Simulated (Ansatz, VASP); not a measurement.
# Cross-check of SnO (Romarchite) between VASP and Ansatz, part 2 of 3

Aim: how closely do two programs agree when they are given the same cell, functional and k mesh? The cell is taken from a series of runs on this material, whose earlier steps may have relaxed, scaled, displaced or heated it; both programs get it as it stands.

VASP 6.6.1 and Ansatz 0.2.0.

So far: The starting structure; Ansatz: zone-centre phonons, PBE.

## (3) VASP: zone-centre phonons, PBE

Level of this step: PBE; plane waves and PAW (Sn_d, O) (VASP).

The same cell, functional and mesh now go to VASP, with its own data sets.

Lines of VASP's logs that name or quote its potential files are left out, and so is its time.

Contents of INCAR:

```
SYSTEM = SnO
PREC = Accurate
ENCUT = 600
EDIFF = 1E-08
NELM = 120
ISMEAR = 0
SIGMA = 0.01
LREAL = .FALSE.
ALGO = Normal
GGA = PE
NBANDS = 26
LORBIT = 11
LWAVE = .FALSE.
LCHARG = .FALSE.
ISIF = 2
IBRION = 8
LEPSILON = .TRUE.
LASPH = .TRUE.
GGA_COMPAT = .FALSE.
EFERMI = MIDGAP
KPAR = 2
```

Contents of POSCAR:

```
SnO
1.0
    3.8671176152      0.0000000000      0.0000000000
    0.0000000000      3.8671176152      0.0000000000
    0.0000000000      0.0000000000      5.0745772180
Sn O
2 2
Direct
    0.5000000000      0.0000000000      0.2283845350
    0.0000000000      0.5000000000      0.7716154650
    0.0000000000      0.0000000000      0.0000000000
    0.5000000000      0.5000000000      0.0000000000
```

Contents of KPOINTS:

```
Automatic mesh
0
Gamma
12 12 10
0 0 0
```

The projector-augmented-wave data sets are Sn_d and O (PBE family, release 64).

On the command line:

```
$ mpirun -np 2 vasp_std
```

Log:

```text
[banner, memory and clock lines left out]
running    2 mpi-ranks, on    1 nodes
 distrk:  each k-point on    1 cores,    2 groups
 distr:  one band on    1 cores,    1 groups

 POSCAR found type information on POSCAR SnO
 POSCAR found :  2 types and       4 ions
 LDA part: xc-table for (Slater+PW92), standard interpolation
 POSCAR, INCAR and KPOINTS ok, starting setup
 FFT: planning ... GRIDC
 FFT: planning ... GRID_SOFT
 FFT: planning ... GRID
 WAVECAR not read
 entering main loop
       N       E                     dE             d eps       ncg     rms          rms(c)
DAV:   1     0.425813414131E+03    0.42581E+03   -0.21942E+04  8842   0.249E+03
DAV:   2     0.394503663826E+02   -0.38636E+03   -0.37530E+03  9240   0.568E+02
DAV:   3    -0.233138983168E+02   -0.62764E+02   -0.61489E+02 10186   0.195E+02
DAV:   4    -0.264745710825E+02   -0.31607E+01   -0.31438E+01 10086   0.459E+01
DAV:   5    -0.265482466954E+02   -0.73676E-01   -0.73570E-01 10346   0.753E+00    0.117E+01
DAV:   6    -0.227769960292E+02    0.37713E+01   -0.20069E+01 14316   0.492E+01    0.505E+00
DAV:   7    -0.227508440175E+02    0.26152E-01   -0.23336E+00 10248   0.948E+00    0.255E+00
DAV:   8    -0.227406615164E+02    0.10183E-01   -0.39262E-01 11788   0.438E+00    0.873E-01
DAV:   9    -0.227291227676E+02    0.11539E-01   -0.78540E-02 13676   0.273E+00    0.263E-01
DAV:  10    -0.227310588751E+02   -0.19361E-02   -0.12427E-02 12750   0.996E-01    0.197E-01
DAV:  11    -0.227303094903E+02    0.74938E-03   -0.40973E-03 13384   0.589E-01    0.282E-02
DAV:  12    -0.227303725965E+02   -0.63106E-04   -0.51513E-04  9048   0.134E-01    0.433E-02
DAV:  13    -0.227303660348E+02    0.65617E-05   -0.80618E-05 13532   0.909E-02    0.403E-03
DAV:  14    -0.227303662184E+02   -0.18357E-06   -0.72910E-06 10598   0.199E-02    0.667E-03
DAV:  15    -0.227303662724E+02   -0.53999E-07   -0.49795E-07 11748   0.631E-03    0.296E-03
DAV:  16    -0.227303664611E+02   -0.18877E-06   -0.92976E-08  8782   0.221E-03    0.675E-04
DAV:  17    -0.227303665059E+02   -0.44777E-07   -0.25938E-08  7570   0.147E-03    0.236E-04
DAV:  18    -0.227303664943E+02    0.11631E-07   -0.79339E-09  4566   0.139E-03    0.882E-05
DAV:  19    -0.227303664951E+02   -0.86675E-09   -0.27035E-09  4550   0.419E-04
   1 F= -.22730366E+02 E0= -.22730366E+02  d E =0.000000E+00
 Linear response reoptimize wavefunctions to high precision
DAV:   1    -0.227303664929E+02    0.22183E-08   -0.50367E-10  4580   0.229E-04
DAV:   2    -0.227303664929E+02   -0.18190E-10   -0.14739E-10  4530   0.114E-04
 Linear response G [H, r] |phi>, progress :
  Direction:   1
       N       E                     dE             d eps       ncg     rms
RMM:   1    -0.752046842309E+02   -0.75205E+02    0.13201E+03 10076   0.350E+02
RMM:   2    -0.120774106155E+03   -0.45569E+02   -0.79546E+01 15200   0.615E+01
RMM:   3    -0.121276557826E+03   -0.50245E+00   -0.47484E+00 16707   0.135E+01
RMM:   4    -0.121324508563E+03   -0.47951E-01   -0.42944E-01 17740   0.348E+00
RMM:   5    -0.121333241774E+03   -0.87332E-02   -0.90555E-02 18011   0.112E+00
RMM:   6    -0.121334362915E+03   -0.11211E-02   -0.15228E-02 18227   0.349E-01
RMM:   7    -0.121334632278E+03   -0.26936E-03   -0.20614E-03 18838   0.111E-01
RMM:   8    -0.121334658775E+03   -0.26497E-04   -0.42947E-04 19235   0.387E-02
RMM:   9    -0.121334661738E+03   -0.29626E-05   -0.56338E-05 19312   0.152E-02
RMM:  10    -0.121334662514E+03   -0.77588E-06   -0.44638E-05 19141   0.782E-03
RMM:  11    -0.121334664256E+03   -0.17426E-05   -0.11525E-04 18476   0.542E-03
RMM:  12    -0.121334662582E+03    0.16745E-05   -0.52115E-05 16307   0.465E-03
RMM:  13    -0.121334663009E+03   -0.42693E-06   -0.63652E-05 12933   0.433E-03
RMM:  14    -0.121334663446E+03   -0.43709E-06   -0.47366E-05 11343   0.424E-03
RMM:  15    -0.121334663165E+03    0.28105E-06   -0.54717E-05 10649   0.422E-03
RMM:  16    -0.121334663140E+03    0.25031E-07   -0.46335E-05 10360   0.419E-03
 Linear response G [H, r] |phi>, progress :
  Direction:   2
       N       E                     dE             d eps       ncg     rms
RMM:   1    -0.779742663101E+02   -0.77974E+02    0.13016E+03 10357   0.343E+02
RMM:   2    -0.122932028207E+03   -0.44958E+02   -0.75607E+01 15590   0.604E+01
RMM:   3    -0.123506721991E+03   -0.57469E+00   -0.42565E+00 16228   0.136E+01
RMM:   4    -0.123581438087E+03   -0.74716E-01   -0.60806E-01 17410   0.397E+00
RMM:   5    -0.123598380228E+03   -0.16942E-01   -0.14090E-01 17692   0.133E+00
RMM:   6    -0.123597540481E+03    0.83975E-03   -0.66500E-03 18215   0.440E-01
RMM:   7    -0.123599787562E+03   -0.22471E-02   -0.64122E-03 18648   0.132E-01
RMM:   8    -0.123599276954E+03    0.51061E-03    0.85174E-04 19329   0.460E-02
RMM:   9    -0.123599468677E+03   -0.19172E-03   -0.86016E-04 19330   0.190E-02
RMM:  10    -0.123599390913E+03    0.77764E-04    0.33338E-05 19346   0.104E-02
RMM:  11    -0.123599431477E+03   -0.40564E-04   -0.35776E-04 18748   0.763E-03
[...]
RMM:  15    -0.146374105461E+01   -0.44855E-06   -0.14889E-07 12732   0.739E-05    0.284E-06
 change of polarisation eV/A/(eV/A) component  1 :     2.636    -0.188    -0.254
 dielectric tensor                  component  1 :     7.285    -0.447    -0.607
 Linear response to external field, progress :
  Direction:   2
[...]
change of polarisation eV/A/(eV/A) component  3 :    -0.264     0.285     2.415
 dielectric tensor                  component  3 :    -0.630     0.680     6.758
 Linear response DOF=           4
 Linear response progress:
  Degree of freedom:   1/  4
       N       E                     dE             d eps       ncg     rms          rms(c)
RMM:   1    -0.211292132887E+00   -0.21129E+00    0.69653E-01 29530   0.110E+01
RMM:   2    -0.217465460062E+00   -0.61733E-02   -0.16198E-02 39982   0.995E-01    0.769E-02
RMM:   3    -0.217398699060E+00    0.66761E-04   -0.11779E-03 41345   0.240E-01    0.394E-02
RMM:   4    -0.217105880018E+00    0.29282E-03   -0.10138E-04 42607   0.743E-02    0.164E-02
RMM:   5    -0.217025925390E+00    0.79955E-04    0.91653E-06 42873   0.255E-02    0.618E-03
RMM:   6    -0.217031318942E+00   -0.53936E-05    0.25257E-05 44561   0.874E-03    0.225E-03
RMM:   7    -0.217046088961E+00   -0.14770E-04    0.15300E-05 43981   0.295E-03    0.232E-04
RMM:   8    -0.217045825787E+00    0.26317E-06    0.56903E-06 45492   0.118E-03    0.660E-05
RMM:   9    -0.217046563535E+00   -0.73775E-06    0.25891E-06 46418   0.460E-04    0.412E-05
RMM:  10    -0.217047050965E+00   -0.48743E-06    0.12077E-06 46047   0.221E-04    0.189E-05
RMM:  11    -0.217047035928E+00    0.15037E-07    0.84566E-07 48191   0.111E-04    0.506E-06
RMM:  12    -0.217047090626E+00   -0.54697E-07    0.40892E-07 46621   0.632E-05    0.188E-06
RMM:  13    -0.217047104249E+00   -0.13623E-07    0.19921E-07 47784   0.376E-05    0.964E-07
RMM:  14    -0.217047116105E+00   -0.11856E-07    0.10691E-07 42659   0.246E-05    0.347E-07
RMM:  15    -0.217047122041E+00   -0.59361E-08    0.67979E-08 31561   0.174E-05    0.252E-07
 first order change of Fermi-energy   0.20365E-04
 force on displaced ion       1 direction 1 :  -4.135   0.000  -0.000
 Born effective charge ion    1 direction 1 :   3.034   0.000   0.000
 Linear response progress:
  Degree of freedom:   2/  4
       N       E                     dE             d eps       ncg     rms          rms(c)
RMM:   1    -0.217466531411E+00   -0.21747E+00    0.10260E+00 11281   0.124E+01
RMM:   2    -0.222863315544E+00   -0.53968E-02   -0.17131E-02 14612   0.116E+00    0.126E-01
RMM:   3    -0.222284633115E+00    0.57868E-03   -0.24028E-03 15666   0.371E-01    0.653E-02
RMM:   4    -0.221615560316E+00    0.66907E-03   -0.33735E-04 15850   0.140E-01    0.230E-02
RMM:   5    -0.221474206216E+00    0.14135E-03   -0.44734E-05 16831   0.449E-02    0.101E-02
RMM:   6    -0.221467013441E+00    0.71928E-05   -0.25532E-05 15867   0.171E-02    0.434E-03
RMM:   7    -0.221481678196E+00   -0.14665E-04   -0.16458E-05 16989   0.714E-03    0.267E-03
RMM:   8    -0.221491348183E+00   -0.96700E-05   -0.10683E-05 15285   0.337E-03    0.799E-04
RMM:   9    -0.221496771151E+00   -0.54230E-05   -0.34953E-06 17124   0.150E-03    0.144E-04
RMM:  10    -0.221497040478E+00   -0.26933E-06   -0.12734E-06 16111   0.553E-04    0.456E-05
RMM:  11    -0.221497095549E+00   -0.55071E-07   -0.26552E-07 17715   0.256E-04    0.140E-05
RMM:  12    -0.221497229295E+00   -0.13375E-06   -0.12970E-07 17800   0.104E-04    0.672E-06
RMM:  13    -0.221497217002E+00    0.12293E-07    0.61675E-08 17824   0.507E-05    0.421E-06
RMM:  14    -0.221497228893E+00   -0.11891E-07   -0.11172E-09 18174   0.283E-05    0.167E-06
RMM:  15    -0.221497225153E+00    0.37403E-08    0.56135E-08 16154   0.181E-05    0.107E-06
 first order change of Fermi-energy  -0.14352E+01
 force on displaced ion       1 direction 3 :   0.000   0.000 -12.477
 Born effective charge ion    1 direction 3 :   0.000   0.000   2.738
 Linear response progress:
  Degree of freedom:   3/  4
       N       E                     dE             d eps       ncg     rms          rms(c)
RMM:   1    -0.375581504827E+00   -0.37558E+00    0.37628E-01 43030   0.325E+00
RMM:   2    -0.366640297711E+00    0.89412E-02   -0.91196E-03 35006   0.797E-01    0.122E-01
RMM:   3    -0.368218780337E+00   -0.15785E-02   -0.11308E-03 39127   0.230E-01    0.638E-02
RMM:   4    -0.369819569303E+00   -0.16008E-02   -0.47831E-04 38582   0.127E-01    0.153E-02
RMM:   5    -0.369869166872E+00   -0.49598E-04   -0.12908E-05 41036   0.284E-02    0.396E-03
RMM:   6    -0.369848496476E+00    0.20670E-04   -0.72566E-07 42117   0.736E-03    0.147E-03
RMM:   7    -0.369846121579E+00    0.23749E-05   -0.14280E-07 41522   0.234E-03    0.257E-04
RMM:   8    -0.369845808899E+00    0.31268E-06   -0.60727E-09 43085   0.655E-04    0.137E-04
RMM:   9    -0.369845730371E+00    0.78528E-07   -0.14957E-07 43071   0.218E-04    0.654E-05
RMM:  10    -0.369845767756E+00   -0.37385E-07   -0.32981E-08 42025   0.110E-04    0.110E-05
RMM:  11    -0.369845764937E+00    0.28191E-08    0.36354E-08 45037   0.375E-05    0.357E-06
 first order change of Fermi-energy   0.29895E-04
 force on displaced ion       3 direction 1 :  -7.028   0.000   0.000
 Born effective charge ion    3 direction 1 :  -3.035   0.000   0.000
 Linear response progress:
  Degree of freedom:   4/  4
       N       E                     dE             d eps       ncg     rms          rms(c)
RMM:   1    -0.380311190051E+00   -0.38031E+00    0.39169E-01 30204   0.323E+00
RMM:   2    -0.371587150599E+00    0.87240E-02   -0.91839E-03 23500   0.749E-01    0.121E-01
RMM:   3    -0.372831683116E+00   -0.12445E-02   -0.12176E-03 26525   0.226E-01    0.604E-02
RMM:   4    -0.374205711610E+00   -0.13740E-02   -0.47670E-04 26006   0.122E-01    0.143E-02
RMM:   5    -0.374282766053E+00   -0.77054E-04   -0.13926E-05 25434   0.358E-02    0.321E-03
RMM:   6    -0.374269431328E+00    0.13335E-04   -0.21670E-06 28622   0.109E-02    0.171E-03
RMM:   7    -0.374266893932E+00    0.25374E-05   -0.72213E-07 25170   0.392E-03    0.463E-04
RMM:   8    -0.374269903655E+00   -0.30097E-05    0.16451E-07 27968   0.146E-03    0.240E-04
RMM:   9    -0.374271086047E+00   -0.11824E-05    0.29135E-07 27255   0.538E-04    0.116E-04
RMM:  10    -0.374271431740E+00   -0.34569E-06    0.19837E-07 26838   0.262E-04    0.373E-05
RMM:  11    -0.374271410674E+00    0.21066E-07    0.87198E-08 30239   0.916E-05    0.168E-05
RMM:  12    -0.374271537595E+00   -0.12692E-06    0.11054E-08 28716   0.389E-05    0.548E-06
RMM:  13    -0.374271547463E+00   -0.98684E-08    0.82416E-10 29268   0.179E-05    0.218E-06
 first order change of Fermi-energy  -0.10955E-03
 force on displaced ion       3 direction 3 :   0.000   0.000  -6.804
 Born effective charge ion    3 direction 3 :   0.000   0.000  -2.738
 Born effective charges drift removed
 Linear response finished
```

[end of part 2 of 3]

[Lines on the potential files, build, host, timing and source positions are cut from VASP's logs without a mark.]

[Logs are printed without paths, hosts, clocks, repeated set-up lines and the standing remarks that a program may print on its own settings, such as how far it seeks lower states.]

[Hosts, paths, dates, database ids (printed as entryN), source tags and the programs' standing remarks are cut or masked in the printed files.]
